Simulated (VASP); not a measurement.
All values below come from PBEsol GGA, VASP's PBE PAW potentials (set 64) (plane waves; VASP).

VASP ran on this input.

### KPOINTS
```
Automatic mesh
0
Gamma
  8 8 8
```

### INCAR
```
SYSTEM = Si
PREC = Accurate; ENCUT = 400; LREAL = .False.
LASPH = .True.
EDIFF = 1E-8; NELM = 100; ALGO = Normal
ISMEAR = 0; SIGMA = 0.01
GGA = PS
IBRION = 8; NSW = 1
LWAVE = .False.; LCHARG = .False.
LEPSILON = .True.
```

### POSCAR
```
Si
1
    0.0000000000     2.7178176004     2.7178176004
    2.7178176004    -0.0000000000     2.7178176004
    2.7178176004     2.7178176004     0.0000000000
Si
2
Direct
  0.0000000000   0.0000000000   0.0000000000
  0.2500000000   0.2500000000   0.2500000000
```

POTCAR, in this order: Si (PBE.64 set). Program: vasp_std.

What VASP printed:

### OUTCAR
```


 HEAD OF MICROSCOPIC STATIC DIELECTRIC TENSOR (INDEPENDENT PARTICLE, excluding Hartree and local field effects)
 ------------------------------------------------------
          15.363716    -0.000000     0.000000
           0.000000    15.363716     0.000000
          -0.000000     0.000000    15.363716
 ------------------------------------------------------

 MACROSCOPIC STATIC DIELECTRIC TENSOR (including local field effects in DFT)
 ------------------------------------------------------
          14.621527    -0.000000     0.000000
           0.000000    14.621527     0.000000
          -0.000000     0.000000    14.621527
 ------------------------------------------------------

 PIEZOELECTRIC TENSOR (including local field effects)  for field in x, y, z        (e  Angst)
          XX          YY          ZZ          XY          YZ          ZX
  --------------------------------------------------------------------------------
  x     0.00000     0.00000     0.00000     0.00000     0.00000     0.00000
  y     0.00000     0.00000     0.00000     0.00000    -0.00000     0.00000
  z     0.00000     0.00000    -0.00000     0.00000     0.00000     0.00000

 PIEZOELECTRIC TENSOR (including local field effects)  for field in x, y, z        (C/m^2)
          XX          YY          ZZ          XY          YZ          ZX
  --------------------------------------------------------------------------------
  x     0.00000     0.00000     0.00000     0.00000     0.00000     0.00000
  y     0.00000     0.00000     0.00000     0.00000    -0.00000     0.00000
  z     0.00000     0.00000    -0.00000     0.00000     0.00000     0.00000

 BORN EFFECTIVE CHARGES (including local field effects) (in |e|, cummulative output)
 ---------------------------------------------------------------------------------
 ion    1
    1     0.00000     0.00000     0.00000
    2     0.00000     0.00000     0.00000
    3    -0.00000     0.00000     0.00000
 ion    2
    1    -0.00000     0.00000     0.00000
    2     0.00000    -0.00000    -0.00000
    3     0.00000    -0.00000    -0.00000
```
(Selected blocks of OUTCAR.)

The dielectric response may not be converged in the k-mesh; for small gaps it tends to come out too large.

The compound is Si in the diamond structure. It was relaxed first.
